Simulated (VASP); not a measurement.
Input:

```
CELL_PARAMETERS angstrom
      0.00000     1.87383     1.87383
      1.87383     0.00000     1.87383
      1.87383     1.87383     0.00000
ATOMIC_POSITIONS crystal
  Rh 0.00000 0.00000 0.00000
```

Computed with PBE GGA, VASP's PBE PAW potentials (set 64) (plane waves; VASP 6.6.1). Run with 500 eV cut-off, 17×17×17 Γ-centred mesh, first-order Methfessel-Paxton smearing of 0.10 eV, potentials Rh_pv.

Energy and stress use the plane-wave basis of the starting cell.

Q: The ions, cell shape and volume at an external pressure of 30.0 GPa are relaxed. Which structure does the run end with?

A: 
```
CELL_PARAMETERS angstrom
      0.00000     1.85720     1.85720
      1.85720     0.00000     1.85720
      1.85720     1.85720     0.00000
ATOMIC_POSITIONS crystal
  Rh 0.00000 0.00000 0.00000
```
Space group Fm-3m (225), at a tolerance of 0.03 Å.

Q: How do energy and volume change from the first to the last step?

A: The energy (σ→0) changes by +53.7 meV/atom and the volume by -2.6 %, in 4 ionic steps.

```json
[
 {"step": "1", "E(σ→0) (eV)": "-7.2098", "max force (eV/Å)": "0.000", "pressure (GPa)": "19.81", "volume (Å³)": "13.16"},
 {"step": "2", "E(σ→0) (eV)": "-6.7713", "max force (eV/Å)": "0.000", "pressure (GPa)": "78.58", "volume (Å³)": "11.63"},
 {"step": "3", "E(σ→0) (eV)": "-7.1583", "max force (eV/Å)": "0.000", "pressure (GPa)": "29.58", "volume (Å³)": "12.82"},
 {"step": "4", "E(σ→0) (eV)": "-7.1561", "max force (eV/Å)": "0.000", "pressure (GPa)": "29.95", "volume (Å³)": "12.81"}
]
```

The compound is Rh in the fcc structure. This run relaxes it under an external pressure of 30 GPa. Symmetry was kept, so distortions that lower it aren't found.
